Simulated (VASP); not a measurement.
# Be2CdS3 (Cmc2_1) in VASP: notebook, part 2 of 2

VASP 6.6.1.

### 3 Relaxation of cell and atoms, PBE

INCAR

```
SYSTEM = Be2CdS3
PREC     = Accurate       ! precision mode
ENCUT    = 520            ! plane-wave cutoff, eV
EDIFF    = 1E-7           ! SCF threshold, eV
ISMEAR   = 0              ! smearing method
SIGMA    = 0.03           ! smearing width, eV
LREAL    = .False.        ! projectors in reciprocal space
LASPH    = .True.         ! aspherical terms in the spheres
NELM     = 120            ! most SCF steps
ALGO     = Normal         ! electronic algorithm
ISIF     = 3              ! what is computed and relaxed
LWAVE    = .False.        ! write WAVECAR
LCHARG   = .False.        ! write CHGCAR
GGA      = PE             ! functional
IBRION   = 2              ! ionic algorithm
NSW      = 60             ! ionic steps
EDIFFG   = -0.005         ! ionic threshold
POTIM    = 0.3            ! step
KPAR     = 8
```

KPOINTS

```
regular mesh
0
Gamma
  6 6 4
  0 0 0
```

POSCAR

```
Be2CdS3                                 
1.0
    5.5237182304     -3.1932222507      0.0000000000
    5.5237182304      3.1932222507      0.0000000000
    0.0000000000      0.0000000000      5.9756665483
  Be              Cd              S             
     4     2     6
Direct
     0.1685020532664738    0.4849053552770182    0.9957024725386903
     0.5150946447229817    0.8314979467335262    0.9957024725386903
     0.8314979467335262    0.5150946447229817    0.4957024725386903
     0.4849053552770182    0.1685020532664738    0.4957024725386903
     0.8216876916522682    0.1783123083477318    0.0005278409079392
     0.1783123083477318    0.8216876916522682    0.5005278409079392
     0.8366987315984634    0.5489382507620822    0.1389402146243508
     0.4510617492379178    0.1633012684015367    0.1389402146243508
     0.2171882937602455    0.7828117062397545    0.0749913347659851
     0.1633012684015367    0.4510617492379178    0.6389402146243507
     0.5489382507620822    0.8366987315984634    0.6389402146243507
     0.7828117062397545    0.2171882937602455    0.5749913347659852
```

Potentials or basis: VASP PAW PBE potentials, release 64 (Be, Cd, S).

Command:

```sh
> cat potpaw_PBE.64/Be/POTCAR potpaw_PBE.64/Cd/POTCAR potpaw_PBE.64/S/POTCAR > POTCAR
> mpirun -np 8 vasp_std > vasp.out
```

OUTCAR:

```text
SYSTEM = Be2CdS3
   PREC = Accurate
   ENCUT = 520
   EDIFF = 1E-7
   ISMEAR = 0
   LREAL = .False.
   LASPH = .True.
   NELM = 120
   ISIF = 3
   GGA = PE
   IBRION = 2
   NSW = 60
   EDIFFG = -0.005
   POTIM = 0.3

 ion  position               nearest neighbor table
   1  0.169  0.485  0.996-   8 2.12   7 2.13   9 2.13  10 2.14
   2  0.515  0.831  0.996-   7 2.12   8 2.13   9 2.13  11 2.14
   3  0.831  0.515  0.496-  11 2.12  10 2.13  12 2.13   7 2.14
   4  0.485  0.169  0.496-  10 2.12  11 2.13  12 2.13   8 2.14
   5  0.822  0.178  0.001-   7 2.55   8 2.55  12 2.55   9 2.56   6 3.76   6 3.76
   6  0.178  0.822  0.501-  10 2.55  11 2.55   9 2.55  12 2.56   5 3.76   5 3.76
   7  0.837  0.549  0.139-   2 2.12   1 2.13   3 2.14   5 2.55
   8  0.451  0.163  0.139-   1 2.12   2 2.13   4 2.14   5 2.55
   9  0.217  0.783  0.075-   1 2.13   2 2.13   6 2.55   5 2.56
  10  0.163  0.451  0.639-   4 2.12   3 2.13   1 2.14   6 2.55
  11  0.549  0.837  0.639-   3 2.12   4 2.13   2 2.14   6 2.55
  12  0.783  0.217  0.575-   3 2.13   4 2.13   5 2.55   6 2.56

  LATTYP: Found a base centered orthorhombic cell.
 ALAT       =     6.3864445014
 B/A-ratio  =     1.7298257987
 C/A-ratio  =     0.9356797115

  Lattice vectors:

 A1 = (  -5.5237182304,  -3.1932222507,   0.0000000000)
 A2 = (   5.5237182304,  -3.1932222507,   0.0000000000)
 A3 = (   0.0000000000,   0.0000000000,   5.9756665483)

Analysis of symmetry for initial positions (statically):
=====================================================================
 Subroutine PRICEL returns:
 Original cell was already a primitive cell.

 Routine SETGRP: Setting up the symmetry group for a
 base centered orthorhombic supercell.

 Subroutine GETGRP returns: Found  4 space group operations
 (whereof  2 operations were pure point group operations)
 out of a pool of  8 trial point group operations.

The static configuration has the point symmetry C_1h.
 The point group associated with its full space group is C_2v.

Analysis of symmetry for dynamics (positions and initial velocities):
=====================================================================
 Subroutine PRICEL returns:
 Original cell was already a primitive cell.
[... 156 lines left out ...]
   AEXX    =    0.0000 exact exchange contribution
   IVDW    =     0    specifies the selected vdW correction
   LEPSILON=     F    determine dielectric tensor
   LRPA    =     F    only Hartree local field effects (RPA)
 conjugate gradient relaxation of ions
 non-spin polarized calculation
 Gauss-broadening in eV      SIGMA  =   0.03
  energy-cutoff  :      520.00
  volume of cell :      210.80
 maximum number of plane-waves:      5710
   NGX = 23   NGY = 23   NGZ = 23

--------------------------------------- Ionic step        1  -------------------------------------------

 number of electron      68.0000007 magnetization

 Free energy of the ion-electron system (eV)
  ---------------------------------------------------
  ext. energy  EPLUGINS =         0.00000000
  ---------------------------------------------------
  free energy    TOTEN  =       -51.94299108 eV

  energy without entropy =      -51.94299108  energy(sigma->0) =      -51.94299108

------------------------ aborting loop because EDIFF is reached ----------------------------------------

  FORCE on cell =-STRESS in cart. coord.  units (eV):
  Direction    XX          YY          ZZ          XY          YZ          ZX
  --------------------------------------------------------------------------------------
  -------------------------------------------------------------------------------------
  Total       -0.0011048      0.0013559     -0.0011082      0.0000000      0.0000000      0.0000000
  in kB       -0.0083972      0.0103055     -0.0084229      0.0000000      0.0000000      0.0000000
  external PRESSURE =      -0.0021715 kB  Pullay stress =       0.0000000 kB
[... 79 lines left out ...]
--------------------------------------- Ionic step        3  -------------------------------------------

 number of electron      68.0000007 magnetization

 Free energy of the ion-electron system (eV)
  ---------------------------------------------------
  ext. energy  EPLUGINS =         0.00000000
  ---------------------------------------------------
  free energy    TOTEN  =       -51.94301310 eV

  energy without entropy =      -51.94301310  energy(sigma->0) =      -51.94301310

 E-fermi :   3.0570     XC(G=0):  -9.5975

 val. band max:        2.8754801731   @ k =   0.0000   0.0000   0.0000
 cond. band min:       5.9429452781   @ k =   0.0000   0.0000   0.0000
 fundamental gap:      3.0674651050
 Fermi energy:         3.0569788404

 k-point     1 :       0.0000    0.0000    0.0000
  band No.  band energies     occupation
      1     -10.1867      2.00000
      2      -9.0739      2.00000
      3      -8.7339      2.00000
      4      -8.7187      2.00000
      5      -8.6952      2.00000
      6      -8.6936      2.00000
[... 1045 lines left out ...]
     40       8.2926      0.00000
     41       8.8089      0.00000

 [... further k-points ...]
[... 5 lines left out ...]
  --------------------------------------------------------------------------------------
  -------------------------------------------------------------------------------------
  Total        0.0066794     -0.0182004      0.0055833      0.0000000      0.0000000      0.0000000
  in kB        0.0507664     -0.1383309      0.0424353      0.0000000      0.0000000      0.0000000
  external PRESSURE =      -0.0150431 kB  Pullay stress =       0.0000000 kB
[... 27 lines left out ...]
  FREE ENERGIE OF THE ION-ELECTRON SYSTEM (eV)
  ---------------------------------------------------
  free  energy   TOTEN  =       -51.9430131011 eV

  energy  without entropy=      -51.9430131011  energy(sigma->0) =      -51.94301310

 reached required accuracy - stopping structural energy minimisation
```

CONTCAR:

```text
Be2CdS3
   1.00000000000000
     5.5236593468893940   -3.1932640267078112    0.0000000000000000
     5.5236593468893940    3.1932640267078112    0.0000000000000000
     0.0000000000000000    0.0000000000000000    5.9756026519105880
  Be              Cd              S
     4     2     6
Direct
     0.1684936962323620    0.4850275482610069    0.9956599454793971
     0.5149724517389930    0.8315063037676379    0.9956599454793971
     0.8315063037676379    0.5149724517389930    0.4956599454793970
     0.4850275482610069    0.1684936962323620    0.4956599454793970
     0.8216618713448745    0.1783381286551255    0.0005413558357980
     0.1783381286551255    0.8216618713448745    0.5005413558357981
     0.8367186527097144    0.5489625875376462    0.1389186800582080
     0.4510374124623540    0.1632813472902856    0.1389186800582080
     0.2172615209174209    0.7827384790825791    0.0751059430889911
     0.1632813472902856    0.4510374124623540    0.6389186800582081
     0.5489625875376462    0.8367186527097144    0.6389186800582081
     0.7827384790825791    0.2172615209174209    0.5751059430889911

  0.00000000E+00  0.00000000E+00  0.00000000E+00
  0.00000000E+00  0.00000000E+00  0.00000000E+00
  0.00000000E+00  0.00000000E+00  0.00000000E+00
  0.00000000E+00  0.00000000E+00  0.00000000E+00
  0.00000000E+00  0.00000000E+00  0.00000000E+00
  0.00000000E+00  0.00000000E+00  0.00000000E+00
  0.00000000E+00  0.00000000E+00  0.00000000E+00
  0.00000000E+00  0.00000000E+00  0.00000000E+00
  0.00000000E+00  0.00000000E+00  0.00000000E+00
  0.00000000E+00  0.00000000E+00  0.00000000E+00
  0.00000000E+00  0.00000000E+00  0.00000000E+00
  0.00000000E+00  0.00000000E+00  0.00000000E+00
```

Wall time 1.8 min (8 MPI ranks of Intel Xeon Platinum 8488C (Sapphire Rapids), shared host); peak memory 0.54 GiB.

What came out:

```
Free energy                  : -51.9430 eV
Energy gained by relaxing    : 0.0 meV/atom
Ionic steps                  : 3
Pressure after relaxing      : 0.0 GPa
Largest force after relaxing : 0.004 eV/Å
Band gap on the k mesh       : 3.07 eV, direct
```

Forces in eV/Å, atoms in the order of the input:
```
Be   0.000  0.000 -0.001
Be   0.000  0.000 -0.001
Be   0.000  0.000 -0.001
Be   0.000  0.000 -0.001
Cd   0.000  0.000  0.004
Cd   0.000  0.000  0.004
S    0.000  0.001 -0.001
S    0.000  0.001 -0.001
S    0.000  0.002  0.001
S    0.000 -0.001 -0.001
S    0.000 -0.001 -0.001
S    0.000 -0.002  0.001
```

Final structure:
```
CELL_PARAMETERS angstrom
5.52366 -3.19326 0.00000
5.52366 3.19326 0.00000
0.00000 0.00000 5.97560
ATOMIC_POSITIONS crystal
Be 0.16849 0.48503 0.99566
Be 0.51497 0.83151 0.99566
Be 0.83151 0.51497 0.49566
Be 0.48503 0.16849 0.49566
Cd 0.82166 0.17834 0.00054
Cd 0.17834 0.82166 0.50054
S 0.83672 0.54896 0.13892
S 0.45104 0.16328 0.13892
S 0.21726 0.78274 0.07511
S 0.16328 0.45104 0.63892
S 0.54896 0.83672 0.63892
S 0.78274 0.21726 0.57511
```

A k mesh can miss the band edges.
